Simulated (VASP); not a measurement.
Energy against volume of ZnS (wurtzite). Calculation: PBE GGA, VASP's PBE PAW potentials (set 64) (plane waves; VASP 6.6.1). Settings: 520 eV cut-off, 7×7×4 Γ-centred mesh, Gaussian smearing of 0.050 eV, potentials Zn S.

Shape and ions are relaxed at each volume.

```csv
V (Å³/atom),E (eV/atom)
19.016,-3.40551
19.622,-3.41900
20.229,-3.42326
20.836,-3.41963
```

Task: Fit these four points and predict the energy of the run at 21.443 Å³/atom.

Result: A cubic in V^(−2/3), the third-order Birch-Murnaghan form, passes through the four points with V0 = 20.24 Å³/atom and B0 = 69 GPa, and gives -3.4093 eV/atom there. The run gave -3.4093 eV/atom, -0.0 meV/atom from the fit; all five points give B0 = 69 GPa.

The compound is ZnS in the wurtzite structure, the high-temperature form. It was relaxed first.
